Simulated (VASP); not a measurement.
An input for Ansatz (written as the equivalent of a VASP run, and not itself run):

Ansatz 0.2 input:
```yaml
crystal:
  lattice:
    - [0.0000000, 2.7267856, 2.7267856]
    - [2.7267856, 0.0000000, 2.7267856]
    - [2.7267856, 2.7267856, 0.0000000]
  atoms:
    - { symbol: Ca, position: [1.0091683, 0.9908317, 0.0091683] }
    - { symbol: F, position: [0.2500000, 0.2500000, 0.2500000] }
    - { symbol: F, position: [0.7500000, 0.7500000, 0.7500000] }
kpoints:
  mp_grid: { grid: [6, 6, 6] }
hamiltonian:
  xc: r2scan
  pseudopotentials: { kind: paw }
scf:
  occupations: { method: gaussian, width: 0.05 }
  max_iter: 100
output: { forces: true, stress: true, eigenvalues: true }
```

**Question.** Write the VASP files for the same calculation (r2SCAN).

**Answer.** Several could match; the one computed here: 
INCAR:
```
SYSTEM = CaF2
PREC = Accurate; ENCUT = 600; LREAL = F
LASPH = T
EDIFF = 1E-7; NELM = 100; ALGO = Normal
LMIXTAU = T
ISMEAR = 0; SIGMA = 0.05
METAGGA = R2SCAN
ISIF = 2
LWAVE = F; LCHARG = F
```

### KPOINTS
```
Automatic mesh
0
Gamma
6 6 6
0 0 0
```

### POSCAR
```
CaF2
1.0
  0.0000000000   2.7267856027   2.7267856027
  2.7267856027   0.0000000000   2.7267856027
  2.7267856027   2.7267856027   0.0000000000
Ca F
1 2
direct
  1.0091683042   0.9908316958   0.0091683042
  0.2500000000   0.2500000000   0.2500000000
  0.7500000000   0.7500000000   0.7500000000
```

POTCAR, in this order: Ca_sv F (PBE.64 set). Program: vasp_std.

Limits of the translation: each code has its own PAW files, so the cut-off isn't converted (ENCUT is set for VASP's; basis.ecutwfc is left out, and Ansatz then takes the one that its files recommend); Ansatz stops its SCF on the density residual and VASP on the energy change (EDIFF).

The compound is CaF2 in the fluorite structure. This cell was strained or had an atom moved on purpose.
